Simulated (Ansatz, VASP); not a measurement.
# Cross-check of Zn3InGa5O12 (amorphous In4Ga20Zn12O48) between VASP and Ansatz, part 2 of 3

Aim: how closely do two programs agree when they are given the same cell, functional and k mesh? Of the first pair: The structure shown is the start of the Ansatz relaxation below; VASP solves that cell, so the two are compared at the walk's first step.

VASP 6.6.1 and Ansatz 0.2.0.

So far: The starting structure; Ansatz: relaxation, PBE.

**3. VASP: single point, PBE, start cell, pair 1**

Level of this step: PBE; plane waves and PAW (In_d, Ga_d, Zn, O) (VASP).

The same cell, functional, mesh and smearing now go to VASP, with its own data sets.

Lines of VASP's logs that name or quote its potential files are left out, and so is its time.

INCAR reads:

```
SYSTEM = Zn3InGa5O12
PREC = Accurate
ENCUT = 520
EDIFF = 1E-06
NELM = 120
ISMEAR = -1
SIGMA = 0.025
LREAL = Auto
ALGO = Normal
GGA = PE
NBANDS = 432
LORBIT = 11
LWAVE = .FALSE.
LCHARG = .FALSE.
ISIF = 2
LASPH = .TRUE.
GGA_COMPAT = .FALSE.
EFERMI = MIDGAP
NCORE = 2
```

POSCAR reads:

```
Zn3InGa5O12
1.0
   10.2569300000      0.0000000000      0.0000000000
    0.0000000000     10.2569300000      0.0000000000
    0.0000000000      0.0000000000     10.2569300000
In Ga Zn O
4 20 12 48
Direct
    0.6472989481      0.5788574164      0.8553046574
    0.8838707099      0.6330061724      0.5988341541
    0.7102710070      0.6886856009      0.2855337806
    0.0150044896      0.1082585140      0.3676928672
    0.3993982605      0.0319393815      0.2848513152
    0.2877566679      0.2937428646      0.4381915446
    0.2665612420      0.5516562948      0.6485371354
    0.1051484216      0.1140204720      0.6577991660
    0.4177273317      0.7640590313      0.7972366000
    0.9035452128      0.5901863423      0.0146925055
    0.6580819017      0.4378308129      0.1625340136
    0.8372875705      0.0530763104      0.7068391809
    0.7397242645      0.2007423274      0.9523707386
    0.5961432904      0.1483874805      0.4904683955
    0.7971098565      0.3728698548      0.4453379325
    0.3712904349      0.9823407199      0.5729687148
    0.1749938822      0.3412814556      0.8779625092
    0.6656377688      0.8514633521      0.6403280514
    0.0211856764      0.0978557912      0.9971404699
    0.9234927020      0.3581578504      0.7669741336
    0.0460079185      0.5053266426      0.3299525297
    0.7390905466      0.9663612796      0.3428608755
    0.9481979501      0.3281781196      0.1440781988
    0.1158143811      0.8276355596      0.5166945665
    0.5143936831      0.3857392027      0.6542600954
    0.2154445823      0.6168122430      0.9601703434
    0.4406289211      0.7544362689      0.1035007551
    0.3429486211      0.5086609736      0.1960918130
    0.2951760420      0.9925582021      0.9694031255
    0.6053955716      0.0079165988      0.1021358243
    0.3767989057      0.7156917323      0.3969998820
    0.2424897118      0.2553688092      0.1290444607
    0.0719513539      0.8434200097      0.8281912814
    0.8182955329      0.8786742232      0.9777487026
    0.1210888638      0.8246327117      0.1810775739
    0.4564621188      0.3025564180      0.9651425914
    0.0697967131      0.8981439866      0.3535755826
    0.4235282877      0.1510783441      0.5476687469
    0.5740314110      0.1435907235      0.9801665801
    0.8170865941      0.1235652383      0.3408037298
    0.4905268925      0.4039610293      0.1304971371
    0.9693738770      0.7566006593      0.9883464155
    0.0628940628      0.1889356757      0.1729562354
    0.8594189489      0.5142084425      0.8535497464
    0.2059485636      0.9550323537      0.6327234367
    0.7223213964      0.8173888288      0.4473463307
    0.4970395625      0.6647993113      0.2670487173
    0.9534529338      0.6390021186      0.4011336726
    0.7108072298      0.4881285141      0.3291530702
    0.1623292740      0.5238994514      0.7984552883
    0.3459612184      0.4062814117      0.5687861768
    0.5716232830      0.3900582338      0.8340507345
    0.0944629631      0.2877566679      0.7208882190
    0.5347019040      0.7375111266      0.9361378112
    0.7246710273      0.8723175453      0.1751596238
    0.8423963116      0.0647367195      0.0240520312
    0.8834904791      0.4292219992      0.5978202055
    0.0066004155      0.2912762396      0.9562315430
    0.4237720254      0.6026072129      0.7227601241
    0.2639288754      0.8130015511      0.8778942627
    0.5757570735      0.0621725994      0.3255360035
    0.2534286575      0.6852635243      0.1368148169
    0.7666913979      0.9075912578      0.7924398431
    0.7281028534      0.5963675291      0.0802189349
    0.0283418138      0.0345717481      0.8204989212
    0.1610715877      0.1807948382      0.4877677824
    0.1305263856      0.9684574234      0.0621823489
    0.9453120963      0.3475796364      0.3408037298
    0.6410592643      0.3166054560      0.5190929450
    0.3387270850      0.2002256036      0.2814194891
    0.8023550907      0.2195198758      0.7827488342
    0.6956077501      0.6704052772      0.6716824625
    0.4178540752      0.9502258473      0.1205038935
    0.3554377382      0.9068697944      0.4062619127
    0.2163902844      0.4393907339      0.3282756146
    0.0157454521      0.7709811805      0.6580331542
    0.2880199046      0.1873172577      0.9364790439
    0.2359380438      0.6802035307      0.5154466297
    0.7747542393      0.3217141971      0.0877455535
    0.2627979327      0.4232455520      0.0192162762
    0.9549933557      0.0575513336      0.5727542257
    0.4828442819      0.8770558052      0.6713997268
    0.6877983958      0.0306524467      0.5880219520
    0.0027006131      0.5062333466      0.1413873352
```

KPOINTS reads:

```
Automatic mesh
0
Gamma
1 1 1
0 0 0
```

Potentials, in the order of the species: In_d, Ga_d, Zn and O (PBE family, release 64).

The run is started by

```
$ mpirun -np 8 vasp_gam
```

Numbers of over 12 decimals in the logs are rounded to 6 here.

Log:

```text
[banner, memory and clock lines left out]
running    8 mpi-ranks, on    1 nodes
[...]
LDA part: xc-table for (Slater+PW92), standard interpolation
 POSCAR, INCAR and KPOINTS ok, starting setup
[...]
entering main loop
       N       E                     dE             d eps       ncg     rms          rms(c)
DAV:   1     0.190645164085E+05    0.19065E+05   -0.29156E+05   864   0.324E+03
DAV:   2     0.480129395498E+04   -0.14263E+05   -0.13491E+05   864   0.981E+02
DAV:   3     0.338368267775E+03   -0.44629E+04   -0.42155E+04  1032   0.391E+02
DAV:   4    -0.441348139455E+03   -0.77972E+03   -0.75765E+03   968   0.167E+02
[...]
DAV:  21    -0.446139941185E+03    0.37798E-05   -0.13933E-05  1120   0.304E-02    0.105E-02
DAV:  22    -0.446139942440E+03   -0.12552E-05   -0.19697E-05  1320   0.353E-02    0.116E-02
DAV:  23    -0.446139942410E+03    0.29497E-07   -0.58293E-06   800   0.135E-02
   1 F= -.44613994E+03 E0= -.44613994E+03  d E =-.158232E-07
```

OUTCAR, selected parts (step 3):

```text
  Total       22.5332995      8.8358723    -12.8114320     11.0101496      3.2561502      1.0639882
  in kB       33.4567073     13.1192146    -19.0219959     16.3475106      4.8346255      1.5797750
  external PRESSURE =       9.1846420 kB  Pullay stress =       0.0000000 kB

  FREE ENERGIE OF THE ION-ELECTRON SYSTEM (eV)
  ---------------------------------------------------
  free  energy   TOTEN  =      -446.1399424104 eV

  energy  without entropy=     -446.1399423946  energy(sigma->0) =     -446.13994240

[... 3 further parts left out ...]
[key lines of the parts left out:]
E-fermi :   2.7446
```

The run ends at a pressure of 0.92 GPa, with forces up to 0.30 eV/Å.

**4. Differences**

Known differences besides the potentials themselves: the cutoff is 420 eV in Ansatz and 520 eV in VASP (PREC = Accurate, projectors in real space). Total energies have different zeros and are not compared.

Forces on 9 of the 84 atoms, those with the largest forces and the largest differences (eV/Å; atoms numbered as in POSCAR):

| atom | Ansatz x, y, z | VASP x, y, z |
| --- | --- | --- |
| In1 | -0.275, -0.120, -0.009 | -0.282, -0.109, -0.010 |
| In3 | -0.232, -0.062, 0.000 | -0.208, -0.062, -0.010 |
| Ga7 | 0.267, 0.170, -0.037 | 0.246, 0.164, -0.051 |
| Ga17 | 0.060, -0.186, 0.167 | 0.081, -0.185, 0.143 |
| Zn29 | -0.173, 0.125, 0.137 | -0.123, 0.129, 0.100 |
| Zn35 | 0.123, 0.221, 0.052 | 0.108, 0.175, 0.069 |
| O39 | 0.100, -0.102, 0.096 | 0.072, -0.074, 0.037 |
| O40 | 0.252, -0.082, -0.033 | 0.218, -0.034, -0.047 |
| O47 | -0.139, 0.123, 0.050 | -0.074, 0.068, 0.029 |

The forces differ by 21 meV/Å r.m.s., which is 25.7 % of the r.m.s. force of 0.083 eV/Å (both taken over all components).

**5. Ansatz: relaxation, PBE**

This run makes the geometry at which the two programs are then compared. The cell compared in this pair holds 1100.16 Å³, against 1079.08 Å³ for the pair before.

The structure compared here is the end of the Ansatz relaxation.

input.yaml reads:

```yaml
crystal:
  lattice:
    - [10.25693, 0.0, 0.0]
    - [0.0, 10.25693, 0.0]
    - [0.0, 0.0, 10.25693]
  atoms:
    - { symbol: In, position: [0.6473, 0.57886, 0.8553] }
    - { symbol: In, position: [0.88387, 0.63301, 0.59883] }
    - { symbol: In, position: [0.71027, 0.68869, 0.28553] }
    - { symbol: In, position: [0.015, 0.10826, 0.36769] }
    - { symbol: Ga, position: [0.3994, 0.03194, 0.28485] }
    - { symbol: Ga, position: [0.28776, 0.29374, 0.43819] }
    - { symbol: Ga, position: [0.26656, 0.55166, 0.64854] }
    - { symbol: Ga, position: [0.10515, 0.11402, 0.6578] }
    - { symbol: Ga, position: [0.41773, 0.76406, 0.79724] }
    - { symbol: Ga, position: [0.90355, 0.59019, 0.01469] }
    - { symbol: Ga, position: [0.65808, 0.43783, 0.16253] }
    - { symbol: Ga, position: [0.83729, 0.05308, 0.70684] }
    - { symbol: Ga, position: [0.73972, 0.20074, 0.95237] }
    - { symbol: Ga, position: [0.59614, 0.14839, 0.49047] }
    - { symbol: Ga, position: [0.79711, 0.37287, 0.44534] }
    - { symbol: Ga, position: [0.37129, 0.98234, 0.57297] }
    - { symbol: Ga, position: [0.17499, 0.34128, 0.87796] }
    - { symbol: Ga, position: [0.66564, 0.85146, 0.64033] }
    - { symbol: Ga, position: [0.02119, 0.09786, 0.99714] }
    - { symbol: Ga, position: [0.92349, 0.35816, 0.76697] }
    - { symbol: Ga, position: [0.04601, 0.50533, 0.32995] }
    - { symbol: Ga, position: [0.73909, 0.96636, 0.34286] }
    - { symbol: Ga, position: [0.9482, 0.32818, 0.14408] }
    - { symbol: Ga, position: [0.11581, 0.82764, 0.51669] }
    - { symbol: Zn, position: [0.51439, 0.38574, 0.65426] }
    - { symbol: Zn, position: [0.21544, 0.61681, 0.96017] }
    - { symbol: Zn, position: [0.44063, 0.75444, 0.1035] }
    - { symbol: Zn, position: [0.34295, 0.50866, 0.19609] }
    - { symbol: Zn, position: [0.29518, 0.99256, 0.9694] }
    - { symbol: Zn, position: [0.6054, 0.00792, 0.10214] }
    - { symbol: Zn, position: [0.3768, 0.71569, 0.397] }
    - { symbol: Zn, position: [0.24249, 0.25537, 0.12904] }
    - { symbol: Zn, position: [0.07195, 0.84342, 0.82819] }
    - { symbol: Zn, position: [0.8183, 0.87867, 0.97775] }
    - { symbol: Zn, position: [0.12109, 0.82463, 0.18108] }
    - { symbol: Zn, position: [0.45646, 0.30256, 0.96514] }
    - { symbol: O, position: [0.0698, 0.89814, 0.35358] }
    - { symbol: O, position: [0.42353, 0.15108, 0.54767] }
    - { symbol: O, position: [0.57403, 0.14359, 0.98017] }
    - { symbol: O, position: [0.81709, 0.12357, 0.3408] }
    - { symbol: O, position: [0.49053, 0.40396, 0.1305] }
    - { symbol: O, position: [0.96937, 0.7566, 0.98835] }
    - { symbol: O, position: [0.06289, 0.18894, 0.17296] }
    - { symbol: O, position: [0.85942, 0.51421, 0.85355] }
    - { symbol: O, position: [0.20595, 0.95503, 0.63272] }
    - { symbol: O, position: [0.72232, 0.81739, 0.44735] }
    - { symbol: O, position: [0.49704, 0.6648, 0.26705] }
    - { symbol: O, position: [0.95345, 0.639, 0.40113] }
    - { symbol: O, position: [0.71081, 0.48813, 0.32915] }
    - { symbol: O, position: [0.16233, 0.5239, 0.79846] }
    - { symbol: O, position: [0.34596, 0.40628, 0.56879] }
    - { symbol: O, position: [0.57162, 0.39006, 0.83405] }
    - { symbol: O, position: [0.09446, 0.28776, 0.72089] }
    - { symbol: O, position: [0.5347, 0.73751, 0.93614] }
    - { symbol: O, position: [0.72467, 0.87232, 0.17516] }
    - { symbol: O, position: [0.8424, 0.06474, 0.02405] }
    - { symbol: O, position: [0.88349, 0.42922, 0.59782] }
    - { symbol: O, position: [0.0066, 0.29128, 0.95623] }
    - { symbol: O, position: [0.42377, 0.60261, 0.72276] }
    - { symbol: O, position: [0.26393, 0.813, 0.87789] }
    - { symbol: O, position: [0.57576, 0.06217, 0.32554] }
    - { symbol: O, position: [0.25343, 0.68526, 0.13681] }
    - { symbol: O, position: [0.76669, 0.90759, 0.79244] }
    - { symbol: O, position: [0.7281, 0.59637, 0.08022] }
    - { symbol: O, position: [0.02834, 0.03457, 0.8205] }
    - { symbol: O, position: [0.16107, 0.18079, 0.48777] }
    - { symbol: O, position: [0.13053, 0.96846, 0.06218] }
    - { symbol: O, position: [0.94531, 0.34758, 0.3408] }
    - { symbol: O, position: [0.64106, 0.31661, 0.51909] }
    - { symbol: O, position: [0.33873, 0.20023, 0.28142] }
    - { symbol: O, position: [0.80236, 0.21952, 0.78275] }
    - { symbol: O, position: [0.69561, 0.67041, 0.67168] }
    - { symbol: O, position: [0.41785, 0.95023, 0.1205] }
    - { symbol: O, position: [0.35544, 0.90687, 0.40626] }
    - { symbol: O, position: [0.21639, 0.43939, 0.32828] }
    - { symbol: O, position: [0.01575, 0.77098, 0.65803] }
    - { symbol: O, position: [0.28802, 0.18732, 0.93648] }
    - { symbol: O, position: [0.23594, 0.6802, 0.51545] }
    - { symbol: O, position: [0.77475, 0.32171, 0.08775] }
    - { symbol: O, position: [0.2628, 0.42325, 0.01922] }
    - { symbol: O, position: [0.95499, 0.05755, 0.57275] }
    - { symbol: O, position: [0.48284, 0.87706, 0.6714] }
    - { symbol: O, position: [0.6878, 0.03065, 0.58802] }
    - { symbol: O, position: [0.0027, 0.50623, 0.14139] }
kpoints:
  mp_grid: { grid: [1, 1, 1] }
hamiltonian:
  xc: pbe
scf:
  occupations: { method: fermi_dirac, width: 0.025 }
output:
  forces: true
relax:
  f_tol: 0.04
  max_steps: 250
  cell: {}
```

The run is started by

```
$ ansatz run input.yaml --threads 4 --pin off --max-ram 8192MiB --backend cpu --events-out ev --progress --plain --runs-dir out
```

Log:

```text
[...]
Crystal: 84 atoms, lattice volume = 1079.076 Å³
Basis set: ecut = 420 eV, 21079 PW (Γ), exchange–correlation on 144×144×144 points (8 copies of the dense FFT grid, shifted against one another)
Bands: 456, of which v1, the nominal top of the filled ones, is band 372 counted from 1 (371 counted from 0)
Symmetry: 1 space group operations
[...]
k-points: 1
[...]
- { symbol: O, position: [0.578195, 0.126864, 0.971122] }
    - { symbol: O, position: [0.838438, 0.084760, 0.321228] }
    - { symbol: O, position: [0.486364, 0.424789, 0.115969] }
    - { symbol: O, position: [0.964741, 0.746340, 1.027564] }
    - { symbol: O, position: [0.064820, 0.181852, 0.191660] }
    - { symbol: O, position: [0.920370, 0.517436, 0.852965] }
[...]
- { symbol: O, position: [0.967663, 0.088656, 0.575582] }
    - { symbol: O, position: [0.486804, 0.892559, 0.660368] }
    - { symbol: O, position: [0.707387, 0.029204, 0.584902] }
    - { symbol: O, position: [-0.029390, 0.487519, 0.162056] }
[key lines of the parts left out:]
P = ⅓ Tr σ = 0.0015 GPa (0.015 kbar)
```

(Part 2 of 3 ends here.)

[Lines on the potential files, build, host, timing and source positions are cut from VASP's logs without a mark.]

[Logs are printed without paths, hosts, clocks, repeated set-up lines and the standing remarks that a program may print on its own settings, such as how far it seeks lower states.]

[Hosts, paths, dates, database ids (printed as entryN), source tags and the programs' standing remarks are cut or masked in the printed files.]
